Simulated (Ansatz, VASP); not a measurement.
# One calculation of TaAl5, two programs

```
Ta Al
1.0
     5.86017    0.00000    0.00000
     0.00000    5.86017    0.00000
     0.00000    0.00000    5.86017
Ta Al
1 5
Direct
  0.50000 0.50000 0.50000
  0.24403 0.24403 0.24403
  0.75597 0.75597 0.24403
  0.75597 0.24403 0.75597
  0.24403 0.75597 0.75597
  0.00000 0.00000 0.00000
```

Alike in both runs: functional PBE; k mesh 4 × 4 × 4; occupations gaussian, width 0.1 eV; no spin polarisation.

Ansatz relaxed the structure, and its values are those at the end. VASP's run is a single point on that final structure, the one shown.

```csv
,VASP,Ansatz
version,VASP 6.6.1,Ansatz 0.2.0
potentials or method,"VASP PAW PBE potentials, release 64 (Ta_pv, Al)","scalar-relativistic, plane waves, PAW"
plane-wave cutoff (eV),520,420
valence electrons in the cell,26,28
```

|  | VASP | Ansatz | Ansatz less VASP |
| --- | --- | --- | --- |
| gap on the k mesh at the Fermi level (eV) | none | none | - |
| pressure (GPa) | 0.1 | 0.1 | +0.02 |

A gap of «none» marks a metal or a gap that the smearing closes. The two sets of potentials don't hold the same shells in valence.

The runs have no spin-orbit coupling, so splittings on Ta are missing.
